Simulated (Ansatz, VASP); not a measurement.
# Cross-check of Zn3InPSe3 between VASP and Ansatz, part 2 of 2

Aim: how closely do two programs agree when they are given the same cell, functional and k mesh? The cell is generated by rule, not measured, and may not be a known phase. The cell is taken from a series of runs on this material, whose earlier steps may have relaxed, scaled, displaced or heated it; both programs get it as it stands.

VASP 6.6.1 and Ansatz 0.2.0.

So far: Set-up; Ansatz: relaxation of cell and atoms, PBE.

**3. VASP: relaxation of cell and atoms, PBE**

Level of this step: PBE; plane waves and PAW (In_d, P, Se, Zn); invented cell (VASP).

The same cell, functional, mesh and smearing now go to VASP, with its own data sets.

Lines of VASP's logs that name or quote its potential files are left out, and so is its time.

INCAR

```
SYSTEM = Zn3InPSe3
PREC = Accurate
ENCUT = 500
EDIFF = 1E-07
NELM = 120
ISMEAR = 0
SIGMA = 0.02
LREAL = .FALSE.
ALGO = Normal
GGA = PE
NBANDS = 44
LORBIT = 11
LWAVE = .FALSE.
LCHARG = .FALSE.
ISIF = 3
IBRION = 2
NSW = 80
EDIFFG = -0.005
LASPH = .TRUE.
GGA_COMPAT = .FALSE.
NELMIN = 4
EFERMI = MIDGAP
KPAR = 2
```

POSCAR

```
Zn3InPSe3
1.0
    2.9179900000      2.9179900000      0.0000000000
   -2.8974880000      2.8974880000      0.0000000000
    0.0000000000      0.0000000000     11.5293850000
In P Se Zn
1 1 3 3
Direct
    0.0000000000      0.0000000000      0.0181237768
    0.5000000000      0.0000000000      0.1422116618
    0.0000000000      0.5000000000      0.3751083861
    0.5000000000      0.0000000000      0.6198195307
    0.0000000000      0.5000000000      0.8639165055
    0.5000000000      0.5000000000      0.2472239413
    0.0000000000      0.0000000000      0.4942202902
    0.5000000000      0.5000000000      0.7393758644
```

KPOINTS

```
Automatic mesh
0
Gamma
6 6 2
0 0 0
```

Potentials, in the order of the species: In_d, P, Se and Zn (PBE family, release 64).

Started as:

```console
mpirun -np 2 vasp_std
```

Numbers of over 12 decimals in the logs are rounded to 6 here.

Output:

```text
[banner, memory and clock lines left out]
running    2 mpi-ranks, on    1 nodes
 distrk:  each k-point on    1 cores,    2 groups
 distr:  one band on    1 cores,    1 groups

 POSCAR found type information on POSCAR InP SeZn
 POSCAR found :  4 types and       8 ions
 LDA part: xc-table for (Slater+PW92), standard interpolation
 POSCAR, INCAR and KPOINTS ok, starting setup
 FFT: planning ... GRIDC
 FFT: planning ... GRID_SOFT
 FFT: planning ... GRID
 WAVECAR not read
 entering main loop
       N       E                     dE             d eps       ncg     rms          rms(c)
DAV:   1     0.577202697064E+03    0.57720E+03   -0.31358E+04  2816   0.181E+03
DAV:   2     0.490614232881E+02   -0.52814E+03   -0.51415E+03  2836   0.424E+02
DAV:   3    -0.238548689163E+02   -0.72916E+02   -0.71441E+02  3192   0.156E+02
DAV:   4    -0.276289771414E+02   -0.37741E+01   -0.37545E+01  3380   0.345E+01
DAV:   5    -0.277301934350E+02   -0.10122E+00   -0.10112E+00  3952   0.617E+00    0.933E+00
DAV:   6    -0.263078530422E+02    0.14223E+01   -0.31344E+00  4312   0.360E+01    0.665E+00
DAV:   7    -0.263135157593E+02   -0.56627E-02   -0.27944E+00  3524   0.825E+00    0.254E+00
DAV:   8    -0.263017405050E+02    0.11775E-01   -0.24013E-01  3416   0.547E+00    0.110E+00
DAV:   9    -0.263021212599E+02   -0.38075E-03   -0.42427E-02  3456   0.371E+00    0.256E-01
DAV:  10    -0.263028437659E+02   -0.72251E-03   -0.91013E-03  3140   0.123E+00    0.169E-01
DAV:  11    -0.263030969642E+02   -0.25320E-03   -0.17874E-03  3612   0.439E-01    0.836E-02
DAV:  12    -0.263032528459E+02   -0.15588E-03   -0.58521E-04  3068   0.270E-01    0.295E-02
DAV:  13    -0.263032874722E+02   -0.34626E-04   -0.90277E-05  3172   0.912E-02    0.139E-02
DAV:  14    -0.263032930393E+02   -0.55671E-05   -0.23257E-05  4076   0.426E-02    0.866E-03
DAV:  15    -0.263032954383E+02   -0.23990E-05   -0.97966E-06  3088   0.237E-02    0.313E-03
DAV:  16    -0.263032956631E+02   -0.22481E-06   -0.65891E-07  3108   0.596E-03    0.149E-03
DAV:  17    -0.263032956916E+02   -0.28479E-07   -0.14507E-07  2196   0.408E-03
   1 F= -.26303296E+02 E0= -.26303296E+02  d E =-.263033E+02
[...]
2 F= -.26303502E+02 E0= -.26303502E+02  d E =-.206284E-03
[...]
3 F= -.26303502E+02 E0= -.26303502E+02  d E =-.206089E-03
[...]
4 F= -.26303550E+02 E0= -.26303550E+02  d E =-.486940E-04
[...]
5 F= -.26303566E+02 E0= -.26303566E+02  d E =-.642481E-04
[...]
6 F= -.26303567E+02 E0= -.26303567E+02  d E =-.647933E-04
[...]
7 F= -.26303578E+02 E0= -.26303578E+02  d E =-.114182E-04
 trial-energy change:   -0.000011  1 .order   -0.000012   -0.000016   -0.000008
 step:   2.5044(harm=  2.5044)  dis= 0.00087  next Energy=   -26.303583 (dE=-0.165E-04)
 bond charge predicted
       N       E                     dE             d eps       ncg     rms          rms(c)
DAV:   1    -0.263035905905E+02   -0.12637E-04   -0.44071E-03  2880   0.309E-01    0.248E-02
DAV:   2    -0.263035864267E+02    0.41638E-05   -0.71464E-05  3732   0.692E-02    0.138E-02
DAV:   3    -0.263035827158E+02    0.37108E-05   -0.55365E-06  3624   0.183E-02    0.639E-03
DAV:   4    -0.263035819581E+02    0.75771E-06   -0.19371E-06  3552   0.113E-02    0.174E-03
DAV:   5    -0.263035820026E+02   -0.44496E-07   -0.52784E-07  2824   0.682E-03
   8 F= -.26303582E+02 E0= -.26303582E+02  d E =-.154288E-04
 curvature:  -1.51 expect dE=-0.330E-05 dE for cont linesearch -0.888E-08
 trial: gam= 0.14907 g(F)=  0.197E-05 g(S)=  0.217E-06 ort = 0.306E-06 (trialstep = 0.147E+01)
 search vector abs. value=  0.263E-05
 reached required accuracy - stopping structural energy minimisation
```

OUTCAR, selected parts (step 3):

```text
ion  position               nearest neighbor table
   1  0.000  0.000  0.018-   2 2.51   2 2.51   5 2.71   5 2.71
   2  0.500  0.000  0.142-   6 2.38   6 2.38   1 2.51   1 2.51
   3  0.000  0.500  0.375-   7 2.47   7 2.47   6 2.54   6 2.54
   4  0.500  0.000  0.620-   8 2.47   8 2.47   7 2.52   7 2.52
   5  0.000  0.500  0.864-   8 2.51   8 2.51   1 2.71   1 2.71
   6  0.500  0.500  0.247-   2 2.38   2 2.38   3 2.54   3 2.54
   7  0.000  0.000  0.494-   3 2.47   3 2.47   4 2.52   4 2.52
   8  0.500  0.500  0.739-   4 2.47   4 2.47   5 2.51   5 2.51

  LATTYP: Found a simple orthorhombic cell.
 ALAT       =     4.0976668264
 B/A-ratio  =     1.0070757843
 C/A-ratio  =     2.8136462744

 Subroutine GETGRP returns: Found  4 space group operations
 (whereof  4 operations were pure point group operations)

The static configuration has the point symmetry C_2v.

 Found     32 irreducible k-points:

   k-points           NKPTS =     32   k-points in BZ     NKDIM =     32   number of bands    NBANDS=     44

   dimension x,y,z NGX =    30 NGY =   30 NGZ =   84
   dimension x,y,z NGXF=    60 NGYF=   60 NGZF=  168

   ENCUT  =  500.0 eV  36.75 Ry    6.06 a.u.   7.52  7.47 21.02*2*pi/ulx,y,z

   NELECT =      72.0000    total number of electrons

 k-points in reciprocal lattice and weights: Automatic mesh
   0.00000000  0.00000000  0.00000000       0.014
   0.16666667  0.00000000  0.00000000       0.028
   0.33333333  0.00000000  0.00000000       0.028
   0.50000000  0.00000000  0.00000000       0.014
   0.00000000  0.16666667  0.00000000       0.028
   0.16666667  0.16666667  0.00000000       0.056
   0.33333333  0.16666667  0.00000000       0.056
   0.50000000  0.16666667  0.00000000       0.028
   0.00000000  0.33333333  0.00000000       0.028
[...]
0.33333333  0.50000000  0.50000000       0.028
   0.50000000  0.50000000  0.50000000       0.014

 average (electrostatic) potential at core
       1 -98.5498       2 -85.1828       3 -55.1890       4 -55.4907       5 -55.7880
       6 -36.2109       7 -36.4514       8 -36.7648

 E-fermi :   2.7053

 k-point     1 :       0.0000    0.0000    0.0000
  band No.  band energies     occupation
    ...
     32       1.0559      2.00000
     33       1.1543      2.00000
     34       2.1750      2.00000
     35       2.2167      2.00000
     36       2.3311      2.00000
     37       3.0795      0.00000
     38       4.8101      0.00000
     39       5.1448      0.00000
     40       5.6430      0.00000
     41       5.6713      0.00000
    ...

 k-point     2 :       0.1667    0.0000    0.0000
  band No.  band energies     occupation
    ...
     32       0.8670      2.00000
     33       0.9438      2.00000
     34       1.2253      2.00000
     35       1.8906      2.00000
     36       2.2848      2.00000
     37       4.1646      0.00000
     38       5.1717      0.00000
     39       5.5238      0.00000
     40       5.7221      0.00000
     41       6.1528      0.00000
    ...

 k-point     3 :       0.3333    0.0000    0.0000
  band No.  band energies     occupation
    ...
     32       0.9923      2.00000
     33       1.1407      2.00000
     34       1.3337      2.00000
     35       1.4832      2.00000
     36       2.1651      2.00000
     37       4.3191      0.00000
     38       4.9622      0.00000
     39       5.5028      0.00000
     40       5.8161      0.00000
     41       7.3357      0.00000
    ...

  Total       -0.0024771     -0.0024771      0.0033881      0.0024763      0.0000000      0.0000000
  in kB       -0.0203151     -0.0203151      0.0277861      0.0203086      0.0000000      0.0000000
  external PRESSURE =      -0.0042814 kB  Pullay stress =       0.0000000 kB

  energy-cutoff  :      500.00
  volume of cell :      195.36
      direct lattice vectors                 reciprocal lattice vectors
     2.918532153  2.918532153  0.000000000     0.171318997  0.171318997  0.000000000
    -2.901096523  2.901096523  0.000000000    -0.172348626  0.172348626  0.000000000
     0.000000000  0.000000000 11.536568957     0.000000000  0.000000000  0.086680884

 POSITION                                       TOTAL-FORCE (eV/Angst)
 -----------------------------------------------------------------------------------
     -2.90110      2.90110      0.20864        -0.000000      0.000000      0.002983
      1.45927      1.45927      1.63846        -0.000000      0.000000     -0.001204
     -1.45055      1.45055      4.32851         0.000000     -0.000000     -0.002257
      1.45927      1.45927      7.15333        -0.000000      0.000000      0.003287
     -1.45055      1.45055      9.97125        -0.000000      0.000000     -0.001937
      0.00872      2.90981      2.84932        -0.000000      0.000000     -0.001874
     -0.00000      0.00000      5.69966         0.000000     -0.000000     -0.001346
      0.00872      2.90981      8.52881        -0.000000      0.000000      0.002346
 -----------------------------------------------------------------------------------
    total drift:                               -0.000000      0.000000      0.002496

  FREE ENERGIE OF THE ION-ELECTRON SYSTEM (eV)
  ---------------------------------------------------
  free  energy   TOTEN  =       -26.3035820026 eV

  energy  without entropy=      -26.3035820026  energy(sigma->0) =      -26.30358200

 reached required accuracy - stopping structural energy minimisation

 total charge
# of ion       s       p       d       tot
------------------------------------------
    1        0.844   0.675   9.897  11.416
    2        1.030   1.485   0.000   2.515
    3        1.440   2.397   0.026   3.862
    4        1.440   2.399   0.026   3.865
    5        1.448   2.383   0.023   3.854
    6        0.546   0.448   9.765  10.760
    7        0.526   0.409   9.782  10.716
    8        0.526   0.409   9.782  10.716
--------------------------------------------------
tot          7.799  10.604  39.301  57.704

[... 3 further parts left out ...]
```

The run keeps the 4 symmetry operations of its start, so it cannot find a distortion of lower symmetry.

**4. Differences**

Known differences besides the potentials themselves: the data sets hold 102 valence electrons in Ansatz (on its default PAW (the set named soft_2) files) and 72 in VASP; the cutoff is 420 eV in Ansatz and 500 eV in VASP; Ansatz adds a Pulay correction to the stress that steers its cell, VASP none. Total energies have different zeros and are not compared.

Both answers:

| quantity | Ansatz | VASP | difference |
| --- | --- | --- | --- |
| volume (Å³) | 194.92 | 195.36 | -0.23 % |
| edge a after relaxation, in the typed setting (Å) | 4.125 | 4.127 | -0.07 % |
| edge b after relaxation, in the typed setting (Å) | 4.099 | 4.103 | -0.09 % |
| edge c after relaxation, in the typed setting (Å) | 11.529 | 11.537 | -0.07 % |

**5. Outcome**

```
difference in volume (relaxation of cell and atoms, PBE) : -0.23 %
```

The difference in volume is -0.23 % (relaxation of cell and atoms, PBE), within the 1.2 % picked in this series as the mark of a large difference, as far as the stopping tolerances let one tell. The data sets hold unlike numbers of valence electrons (102 in Ansatz and 72 in VASP), so part of the differences comes from the potentials. How closely two codes agree says nothing of how well the functional describes the real material.

[Lines on the potential files, build, host, timing and source positions are cut from VASP's logs without a mark.]

[Logs are printed without paths, hosts, clocks, repeated set-up lines and the standing remarks that a program may print on its own settings, such as how far it seeks lower states.]

[Hosts, paths, dates, database ids (printed as entryN), source tags and the programs' standing remarks are cut or masked in the printed files.]
